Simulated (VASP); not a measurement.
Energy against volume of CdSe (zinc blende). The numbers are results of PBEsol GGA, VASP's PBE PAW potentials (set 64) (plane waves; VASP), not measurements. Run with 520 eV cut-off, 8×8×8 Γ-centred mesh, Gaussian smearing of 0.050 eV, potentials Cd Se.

```
V (Å³/atom)  E (eV/atom)
-----------  -----------
27.450          -3.08428
28.299          -3.08870
29.148          -3.08482
29.997          -3.07395
```

### Question
Fit these four points and predict the energy of the run at 26.601 Å³/atom.

### Answer
A cubic in V^(−2/3), the third-order Birch-Murnaghan form, passes through the four points with V0 = 28.30 Å³/atom and B0 = 52 GPa, and gives -3.0700 eV/atom there. The run gave -3.0700 eV/atom, -0.0 meV/atom from the fit; all five points give B0 = 52 GPa.

The compound is CdSe in the zinc blende structure, whereas wurtzite is the usual form. It was relaxed first.
